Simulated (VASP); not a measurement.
The input files of a VASP run:

POSCAR:
```
Ge
1.0
  0.0000000000   2.8855800000   2.8855800000
  2.8855800000   0.0000000000   2.8855800000
  2.8855800000   2.8855800000   0.0000000000
Ge
2
direct
  0.0000000000   0.0000000000   0.0000000000
  0.2500000000   0.2500000000   0.2500000000
```

INCAR:
```
SYSTEM = Ge
PREC = Accurate; ENCUT = 575; LREAL = .False.
LASPH = .True.
EDIFF = 1E-6; NELM = 100; ALGO = Normal
LMAXMIX = 4
ISMEAR = 0; SIGMA = 0.05
GGA = PE
ISIF = 2
LWAVE = .False.; LCHARG = .False.
```

File KPOINTS:
```
Automatic mesh
0
Gamma
7 7 7
0 0 0
```

POTCAR, in this order: Ge_d (PBE.64 set). Program: vasp_std.

Task: Write an equivalent input for Quantum ESPRESSO's pw.x.

Result: One equivalent input (not run):
```
&CONTROL
  calculation = 'scf'
  pseudo_dir = './pseudo'
  outdir = './out'
  tprnfor = .true.
  tstress = .true.
/
&SYSTEM
  ibrav = 0
  nat = 2
  ntyp = 1
  ecutwfc = 78
  occupations = 'smearing'
  smearing = 'gaussian'
  degauss = 0.003675
  input_dft = 'pbe'
/
&ELECTRONS
  conv_thr = 7.3e-08
  electron_maxstep = 100
/
ATOMIC_SPECIES
  Ge 72.630 Ge.upf
CELL_PARAMETERS angstrom
     0.0000000    2.8855800    2.8855800
     2.8855800    0.0000000    2.8855800
     2.8855800    2.8855800    0.0000000
ATOMIC_POSITIONS crystal
  Ge   0.0000000  0.0000000  0.0000000
  Ge   0.2500000  0.2500000  0.2500000
K_POINTS automatic
  7 7 7 0 0 0
```
The two are equivalent in intent, not identical: the potentials are each code's own (VASP's PAW set, PseudoDojo norm-conserving files in pw.x), so ENCUT and ecutwfc are chosen apart and not converted; conv_thr bounds pw.x's estimated SCF error, while EDIFF bounds the energy change between steps.

The compound is Ge in the diamond structure. The cell was not relaxed at this level. The run is one of a series of settings (ENCUT = 575 against the base run), some of them coarse on purpose.
